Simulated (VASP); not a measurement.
**CaCd$_{3}$O$_{4}$ (ordered alloy cell): computed properties**

Calculation: PBEsol GGA, VASP's PBE PAW potentials (set 64) (plane waves; VASP 6.6.1).

space group: Pm-3m (221)
cell: a = b = c = 4.720 Å, α = β = γ = 90.00°
volume per atom: 13.15 Å³/atom
band gap (over mesh and band path): none (metal, semimetal or under 0.01 eV)
density: 6.97 g/cm³

```cif
data_CaCd3O4
_chemical_formula_sum 'Cd3 O4 Ca1'
_space_group_name_H-M_alt 'P 1'
_space_group_IT_number 1
_cell_length_a 4.72041
_cell_length_b 4.72041
_cell_length_c 4.72041
_cell_angle_alpha 90.000
_cell_angle_beta 90.000
_cell_angle_gamma 90.000
loop_
_space_group_symop_operation_xyz
  'x, y, z'
loop_
_atom_site_label
_atom_site_type_symbol
_atom_site_fract_x
_atom_site_fract_y
_atom_site_fract_z
_atom_site_occupancy
Cd1 Cd 0.00000 0.00000 0.00000 1
Cd2 Cd 0.50000 0.50000 0.00000 1
Cd3 Cd 0.50000 0.00000 0.50000 1
O1 O 0.50000 0.50000 0.50000 1
O2 O 0.00000 0.00000 0.50000 1
O3 O 0.00000 0.50000 0.00000 1
O4 O 0.50000 0.00000 0.00000 1
Ca1 Ca 0.00000 0.50000 0.50000 1
```

The structure was generated: CaCd3O4 was put into an ordered model structure (Pm-3m), which need not be its known phase. It was relaxed first. Symmetry was kept, so distortions that lower it aren't found.
